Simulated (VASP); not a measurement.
Here is the system:

```
CELL_PARAMETERS angstrom
      0.00000     2.58585     2.58585
      2.58585     0.00000     2.58585
      2.58585     2.58585     0.00000
ATOMIC_POSITIONS crystal
  K  0.00000 0.00000 0.00000
  F  0.50000 0.50000 0.50000
```

Computed with LDA (Ceperley-Alder, Perdew-Zunger), VASP's LDA PAW potentials (set 64) (plane waves; VASP). Settings: 520 eV cut-off, 11×11×11 Γ-centred mesh, Gaussian smearing of 0.010 eV, potentials K_sv F.

Task: Give the direction-averaged independent-particle dielectric function (no local fields, no excitons; a broadening of 0.1 eV leaves a tail below the gap, and fine structure carries the noise of the k-mesh).

Result: 
| ħω (eV) | ε₁ | ε₂ |
|---|---|---|
| 0.00 | 2.23 | 0.00 |
| 0.60 | 2.23 | 0.00 |
| 1.20 | 2.24 | 0.00 |
| 1.80 | 2.25 | 0.00 |
| 2.40 | 2.27 | 0.00 |
| 3.10 | 2.30 | 0.01 |
| 3.70 | 2.34 | 0.01 |
| 4.30 | 2.39 | 0.01 |
| 4.90 | 2.46 | 0.01 |
| 5.50 | 2.56 | 0.02 |
| 6.20 | 2.78 | 0.07 |
| 6.80 | 2.80 | 0.26 |
| 7.40 | 2.76 | 0.49 |
| 8.00 | 3.04 | 0.68 |
| 8.70 | 3.02 | 1.16 |
| 9.30 | 2.78 | 1.46 |
| 9.90 | 2.57 | 1.44 |
| 10.50 | 2.07 | 1.58 |
| 11.10 | 1.52 | 0.90 |
| 11.80 | 2.65 | 1.26 |
| 12.40 | 1.41 | 1.48 |
| 13.00 | 1.76 | 1.06 |
| 13.60 | 1.73 | 1.02 |
| 14.30 | 1.21 | 1.06 |
ε₂ peaks at 8.2 eV (height 1.1), 8.8 eV (height 1.3), 10.1 eV (height 1.8), 12.2 eV (height 1.9), 14.1 eV (height 1.5); ε₁(0) averages 2.23, so the electronic refractive index below the gap tends to √2.23 = 1.49.

The compound is KF in the rock salt structure. It was relaxed first, which changed the volume by -10 %.
